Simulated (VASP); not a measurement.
# CdMo (P4/nmm) in VASP: single point with HSE06

Aim: the single point of CdMo with HSE06.

Everything below comes from runs of VASP 6.6.1. Logs are shortened: lines on timing, memory, paths and dates and some standing lists are left out, and cuts for length are marked.

## Step 1: The structure

It takes space group P4/nmm (No. 129, tetragonal). The conventional cell has a = 2.920 Å, b = 2.920 Å, c = 9.002 Å, α = 90.00°, β = 90.00°, γ = 90.00°. Around Mo (site symmetry 4mm) lie 8 Mo at 2.84 to 2.92 Å and 4 Cd at 3.13 Å. Around Cd (site symmetry 4mm) lie 8 Cd at 2.92 to 3.12 Å and 4 Mo at 3.13 Å.

The cell was built by a generator and needn't be a form met in nature.

## Step 2: Single point, HSE06

Contents of POSCAR:

```
CdMo
1.0
    2.9196760000      0.0000000000      0.0000000000
    0.0000000000      2.9196760000      0.0000000000
    0.0000000000      0.0000000000      9.0023340000
Mo Cd
2 2
Direct
    0.0000000000      0.5000000000      0.6080000000
    0.5000000000      0.0000000000      0.3920000000
    0.0000000000      0.5000000000      0.1300000000
    0.5000000000      0.0000000000      0.8700000000
```

Contents of INCAR.step1:

```
ALGO = Normal ; EDIFF = 1E-5
ENCUT = 520 ; GGA = PE
ISIF = 2 ; ISMEAR = -1
LASPH = True ; LCHARG = False
LREAL = False ; LWAVE = True
NBANDS = 34 ; NELM = 80
PREC = Accurate ; SIGMA = 0.1
```

Contents of INCAR.step2:

```
ALGO = Normal ; EDIFF = 1E-6
ENCUT = 520 ; GGA = PE
HFSCREEN = 0.2079 ; ISIF = 2
ISMEAR = -1 ; ISTART = 1
LASPH = True ; LCHARG = False
LHFCALC = True ; LREAL = False
LWAVE = False ; NBANDS = 34
NELM = 80 ; PREC = Accurate
PRECFOCK = Normal ; SIGMA = 0.1
```

Contents of KPOINTS:

```
k-points
0
Gamma
  4 4 1
```

Potentials or basis: VASP PAW PBE potentials, release 64 (Mo_sv, Cd).

Started as:

```console
> cat potpaw_PBE.64/Mo_sv/POTCAR potpaw_PBE.64/Cd/POTCAR > POTCAR
> cp INCAR.step1 INCAR
> mpirun -np 1 vasp_std > vasp.out
> cp INCAR.step2 INCAR
> mpirun -np 1 vasp_std > vasp.out
```

OUTCAR:

```text
EDIFF = 1E-6
   ENCUT = 520
   GGA = PE
   HFSCREEN = 0.2079
   ISIF = 2
   ISMEAR = -1
   ISTART = 1
   LASPH = True
   LHFCALC = True
   LREAL = False
   NELM = 80
   PREC = Accurate
   PRECFOCK = Normal

 ion  position               nearest neighbor table
   1  0.000  0.500  0.608-   2 2.84   2 2.84   2 2.84   2 2.84   4 3.13   4 3.13   4 3.13   4 3.13

   2  0.500  0.000  0.392-   1 2.84   1 2.84   1 2.84   1 2.84   3 3.13   3 3.13   3 3.13   3 3.13

   3  0.000  0.500  0.130-   4 3.12   4 3.12   4 3.12   4 3.12   2 3.13   2 3.13   2 3.13   2 3.13

   4  0.500  0.000  0.870-   3 3.12   3 3.12   3 3.12   3 3.12   1 3.13   1 3.13   1 3.13   1 3.13

  LATTYP: Found a simple tetragonal cell.
 ALAT       =     2.9196760000
 C/A-ratio  =     3.0833332192

  Lattice vectors:

 A1 = (   2.9196760000,   0.0000000000,   0.0000000000)
 A2 = (   0.0000000000,   2.9196760000,   0.0000000000)
 A3 = (   0.0000000000,   0.0000000000,   9.0023340000)

Analysis of symmetry for initial positions (statically):
=====================================================================
 Subroutine PRICEL returns:
 Original cell was already a primitive cell.

 Routine SETGRP: Setting up the symmetry group for a
 simple tetragonal supercell.

 Subroutine GETGRP returns: Found 16 space group operations
 (whereof  8 operations were pure point group operations)
 out of a pool of 16 trial point group operations.

The static configuration has the point symmetry D_2d.
 The point group associated with its full space group is D_4h.

Analysis of symmetry for dynamics (positions and initial velocities):
=====================================================================
 Subroutine PRICEL returns:
 Original cell was already a primitive cell.

 Routine SETGRP: Setting up the symmetry group for a
 simple tetragonal supercell.

 Subroutine GETGRP returns: Found 16 space group operations
 (whereof  8 operations were pure point group operations)
 out of a pool of 16 trial point group operations.

The dynamic configuration has the point symmetry D_2d.
 The point group associated with its full space group is D_4h.

 Subroutine INISYM returns: Found 16 space group operations
 (whereof  8 operations are pure point group operations),
 and found     1 'primitive' translations

----------------------------------------------------------------------------------------

                                     Primitive cell

  volume of cell :      76.7405

  direct lattice vectors                    reciprocal lattice vectors
     2.919676000  0.000000000  0.000000000     0.342503757  0.000000000  0.000000000
     0.000000000  2.919676000  0.000000000     0.000000000  0.342503757  0.000000000
     0.000000000  0.000000000  9.002334000     0.000000000  0.000000000  0.111082304

  length of vectors
     2.919676000  2.919676000  9.002334000     0.342503757  0.342503757  0.111082304

  position of ions in fractional coordinates (direct lattice)
     0.000000000  0.500000000  0.608000000
     0.500000000  0.000000000  0.392000000
     0.000000000  0.500000000  0.130000000
     0.500000000  0.000000000  0.870000000

  ion indices of the primitive-cell ions
   primitive index   ion index
                 1           1
                 2           2
                 3           3
                 4           4

----------------------------------------------------------------------------------------

 KPOINTS: k-points

Automatic generation of k-mesh.
 Grid dimensions read from file:
 generate k-points for:    4    4    1

 Generating k-lattice:

  Cartesian coordinates                     Fractional coordinates (reciprocal lattice)
     0.085625939  0.000000000  0.000000000     0.250000000  0.000000000  0.000000000
     0.000000000  0.085625939  0.000000000     0.000000000  0.250000000  0.000000000
     0.000000000  0.000000000  0.111082304     0.000000000  0.000000000  1.000000000

  Length of vectors
     0.085625939  0.085625939  0.111082304

  Shift w.r.t. Gamma in fractional coordinates (k-lattice)
     0.000000000  0.000000000  0.000000000

 Subroutine IBZKPT returns following result:
 ===========================================

 Found      6 irreducible k-points:

 Following reciprocal coordinates:
            Coordinates               Weight
  0.000000  0.000000  0.000000      1.000000
  0.250000  0.000000  0.000000      4.000000
  0.500000  0.000000  0.000000      2.000000
  0.250000  0.250000  0.000000      4.000000
  0.500000  0.250000  0.000000      4.000000
  0.500000  0.500000  0.000000      1.000000
   k-points           NKPTS =      6   k-points in BZ     NKDIM =     16   number of bands    NBANDS=     34
   number of dos      NEDOS =    301   number of ions     NIONS =      4
   total plane-waves  NPLWV =  40320
   dimension x,y,z NGX =    24 NGY =   24 NGZ =   70
   dimension x,y,z NGXF=    48 NGYF=   48 NGZF=  140
   ions per type =               2   2
   NGX,Y,Z   is equivalent  to a cutoff of  13.67, 13.67, 12.93 a.u.
   NGXF,Y,Z  is equivalent  to a cutoff of  27.33, 27.33, 25.85 a.u.
 SYSTEM =  unknown system
   PREC   = accura    normal or accurate (medium, high low for compatibility)
   ISTART =      1    job   : 0-new  1-cont  2-samecut
   ICHARG =      0    charge: 1-file 2-atom 10-const
   ISPIN  =      1    spin polarized calculation?
   LNONCOLLINEAR =      F non collinear calculations
   LSORBIT =      F    spin-orbit coupling
   LASPH  =      T    aspherical Exc in radial PAW
   ENCUT  =  520.0 eV  38.22 Ry    6.18 a.u.   5.43  5.43 16.74*2*pi/ulx,y,z
   NELM   =     80;   NELMIN=  2; NELMDL=  0     # of ELM steps
   EDIFF  = 0.1E-05   stopping-criterion for ELM
   LREAL  =      F    real-space projection
   EDIFFG = 0.1E-04   stopping-criterion for IOM
   NSW    =      0    number of steps for IOM
   IBRION =     -1    ionic relax: 0-MD 1-quasi-New 2-CG
   NFREE  =      0    steps in history (QN), initial steepest desc. (CG)
   ISIF   =      2    stress and relaxation
   ISYM   =      3    0-nonsym 1-usesym 2-fastsym
   POTIM  = 0.5000    time-step for ionic-motion
   TEBEG  =    0.0;   TEEND  =   0.0 temperature during run
   PSTRESS=    0.0 pullay stress
   NELECT =      52.0000    total number of electrons
   NUPDOWN=      -1.0000    fix difference up-down
   EMIN   =  10.00;   EMAX   =-10.00  energy-range for DOS
   EFERMI =   0.00;   METHOD = LEGACY
   ISMEAR =    -1;   SIGMA  =   0.10  broadening in eV -4-tet -1-fermi 0-gaus
   EFERMI_NEDOS =   21; number of points for ismear=-14 and -15
   IALGO  =     38    algorithm
   IMIX   =      1    mixing-type and parameters
     AMIX     =   0.40;   BMIX     =  1.00
     AMIX_MAG =   1.60;   BMIX_MAG =  1.00
  volume/ion in A,a.u.               =      19.19       129.47
  Fermi-wavevector in a.u.,A,eV,Ry     =   1.437919  2.717273 28.131562  2.067611
  Thomas-Fermi vector in A             =   2.556943
   LORBIT       =      0    0 simple, 1 ext, 2 COOP (PROOUT), +10 PAW based schemes
   GGA     = PE    functional components
   LHFCALC =     T    Hartree Fock is set to
   PRECFOCK=normal    Normal, Fast or Accurate (Low or Medium for compatibility)
   ENCUT4O =  -1.0   cutoff for four orbital integrals eV
   NKREDX  =     1    reduce k-point grid by
   NKREDY  =     1    reduce k-point grid by
   NKREDZ  =     1    reduce k-point grid by
   AEXX    =    0.2500 exact exchange contribution
   HFSCREEN=    0.2079 screening length (either q_TF or 0.3 A-1)
   HFSCREENC=   0.2079 screening length for correlation (either q_TF or 0.3 A-1)
   ENCUTFOCK=  -1.0 apply spherical cutoff to Coloumb kernel
   IVDW    =     0    specifies the selected vdW correction
   LEPSILON=     F    determine dielectric tensor
   LRPA    =     F    only Hartree local field effects (RPA)
 non-spin polarized calculation
  energy-cutoff  :      520.00
  volume of cell :       76.74
 maximum number of plane-waves:      2089
 NGX is ok and might be reduce to    24
  NGX = 18; NGY = 18; NGZ = 54

 number of electron      51.9999988 magnetization

 Free energy of the ion-electron system (eV)
  ---------------------------------------------------
  ext. energy  EPLUGINS =         0.00000000
  ---------------------------------------------------
  free energy    TOTEN  =       -25.11041284 eV

  energy without entropy =      -24.98869821  energy(sigma->0) =      -25.04955553

 E-fermi :   6.1685     XC(G=0):  -9.7817

 val. band max:        6.1653394491   @ k =   0.5000   0.0000   0.0000
 cond. band min:       6.2590011298   @ k =   0.2500   0.0000   0.0000
 fundamental gap:      0.0936616808
 Fermi energy:         6.1685463477

 k-point     1 :       0.0000    0.0000    0.0000
  band No.  band energies     occupation
      1     -58.9423      2.00000
      2     -58.7807      2.00000
      3     -31.8809      2.00000
      4     -31.2671      2.00000
      5     -31.2671      2.00000
      6     -31.2586      2.00000
[... 26 lines left out ...]
     33      11.4801      0.00000
     34      16.9554      0.00000

 k-point     2 :       0.2500    0.0000    0.0000
  band No.  band energies     occupation
      1     -58.8891      2.00000
      2     -58.7743      2.00000
      3     -31.8454      2.00000
      4     -31.6654      2.00000
      5     -31.2596      2.00000
      6     -31.2014      2.00000
[... 26 lines left out ...]
     33      11.4227      0.00000
     34      12.5434      0.00000

 k-point     3 :       0.5000    0.0000    0.0000
  band No.  band energies     occupation
      1     -58.8017      2.00000
      2     -58.8017      2.00000
      3     -31.9424      2.00000
      4     -31.9424      2.00000
      5     -31.2984      2.00000
      6     -31.2984      2.00000
[... 26 lines left out ...]
     33      11.7248      0.00000
     34      11.7248      0.00000

 k-point     4 :       0.2500    0.2500    0.0000
  band No.  band energies     occupation
      1     -58.8431      2.00000
      2     -58.7615      2.00000
      3     -31.7930      2.00000
      4     -31.5764      2.00000
      5     -31.5707      2.00000
      6     -31.3220      2.00000
[... 26 lines left out ...]
     33      12.1546      0.00000
     34      13.0870      0.00000

 k-point     5 :       0.5000    0.2500    0.0000
  band No.  band energies     occupation
      1     -58.7728      2.00000
      2     -58.7728      2.00000
      3     -31.8608      2.00000
      4     -31.8608      2.00000
      5     -31.4118      2.00000
      6     -31.4118      2.00000
[... 26 lines left out ...]
     33      12.0331      0.00000
     34      12.0331      0.00000

 k-point     6 :       0.5000    0.5000    0.0000
  band No.  band energies     occupation
      1     -58.7437      2.00000
      2     -58.7437      2.00000
      3     -31.8729      2.00000
      4     -31.8729      2.00000
      5     -31.4339      2.00000
      6     -31.4339      2.00000
[... 26 lines left out ...]
     33      12.5243      0.00000
     34      12.5243      0.00000

------------------------ aborting loop because EDIFF is reached ----------------------------------------

  FORCE on cell =-STRESS in cart. coord.  units (eV):
  Direction    XX          YY          ZZ          XY          YZ          ZX
  --------------------------------------------------------------------------------------
  -------------------------------------------------------------------------------------
  Total       -4.2499827     -4.2499827     -3.6620896      0.0000000      0.0000000      0.0000000
  in kB      -88.7305775    -88.7305775    -76.4566220      0.0000000      0.0000000      0.0000000
  external PRESSURE =     -84.6392590 kB  Pullay stress =       0.0000000 kB

 VOLUME and BASIS-vectors are now :
 -----------------------------------------------------------------------------
  energy-cutoff  :      520.00
  volume of cell :       76.74
      direct lattice vectors                 reciprocal lattice vectors
     2.919676000  0.000000000  0.000000000     0.342503757  0.000000000  0.000000000
     0.000000000  2.919676000  0.000000000     0.000000000  0.342503757  0.000000000
     0.000000000  0.000000000  9.002334000     0.000000000  0.000000000  0.111082304

 POSITION                                       TOTAL-FORCE (eV/Angst)
 -----------------------------------------------------------------------------------
      0.00000      1.45984      5.47342         0.000000      0.000000      0.263205
      1.45984      0.00000      3.52891         0.000000      0.000000     -0.263205
      0.00000      1.45984      1.17030         0.000000     -0.000000      0.717495
      1.45984      0.00000      7.83203         0.000000     -0.000000     -0.717495
 -----------------------------------------------------------------------------------
    total drift:                               -0.000000      0.000000      0.000000

  FREE ENERGIE OF THE ION-ELECTRON SYSTEM (eV)
  ---------------------------------------------------
  free  energy   TOTEN  =       -25.1104128388 eV

  energy  without entropy=      -24.9886982149  energy(sigma->0) =      -25.04955553
```

Wall time 23 min (1 thread of AMD EPYC 7R43 (Zen 3), shared host); peak memory 0.27 GiB.

Results:

* Free energy: -25.1104 eV
* Pressure: -8.5 GPa
* Largest force: 0.717 eV/Å
* Band gap on the k mesh: none (metal or under the smearing width)

Forces on the atoms (eV/Å):
```
Mo   0.000  0.000  0.263
Mo   0.000  0.000 -0.263
Cd   0.000  0.000  0.717
Cd   0.000  0.000 -0.717
```

Stress tensor (GPa, compression positive):
```
-8.87  0.00  0.00
 0.00 -8.87  0.00
 0.00  0.00 -7.65
```

Caveat: the k mesh is coarse (spacing up to 0.70 Å⁻¹), so the values aren't converged, least of all with exact exchange; the PAW data sets were made with another functional, which shifts forces and pressure a little.
